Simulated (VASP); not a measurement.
```xyz
2
Lattice="0.0000 2.0001 2.0001 2.0001 0.0000 2.0001 2.0001 2.0001 0.0000" Properties=species:S:1:pos:R:3 pbc="T T T"
Li     2.0001     2.0001     4.0002
F      2.0001     2.0001     2.0001
```

Calculation: PBEsol GGA, VASP's PBE PAW potentials (set 64) (plane waves; VASP). Settings: 520 eV cut-off, Gaussian smearing of 0.050 eV, potentials Li_sv F.

Give the energies of bands 3 to 6 at the high-symmetry points, in eV from the valence-band maximum.

```tsv
band	Γ	X	U	L	W
3	0.00	-3.16	-2.63	-2.62	-2.18
4	0.00	-1.05	-1.63	-0.24	-2.18
5	0.00	-1.05	-0.77	-0.24	-0.83
6	9.11	14.82	14.42	10.68	15.01
```

The gap is direct, 9.11 eV, from the valence maximum at Γ to the conduction minimum at Γ.

The structure was generated: LiF was put into the rock salt type (Fm-3m), which need not be its known phase. It was relaxed first.
